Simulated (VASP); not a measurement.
Consider the following.

```xyz
2
Lattice="3.3338 0.0000 0.0000 0.0000 3.3338 0.0000 0.0000 0.0000 3.3338" Properties=species:S:1:pos:R:3 pbc="T T T"
In     1.6669     1.6669     1.6669
Pd     0.0000     0.0000     0.0000
```

Calculation: revPBE GGA, VASP's PBE PAW potentials (set 64) (plane waves; VASP). Run with 520 eV cut-off, 12×12×12 Γ-centred mesh, tetrahedra with Blöchl corrections, potentials In_d Pd.

Unless said otherwise, spin-orbit coupling is left out, though it shifts the bands of the heavy elements here.

Task: Predict the energy per atom (σ→0), band gap (on the k-mesh) with the smallest direct gap where there is one.

Result: 
The band gap (on the k-mesh) is none (metal, semimetal or under 0.01 eV) and the energy per atom (σ→0) is -3.974 eV/atom.

The absolute energy has meaning only against runs of the same code, potentials and settings.

The compound is PdIn in the CsCl type structure. It was relaxed first, which changed the volume by +8 %. The electron count is odd and the run is not spin-polarised, which forces a metal.
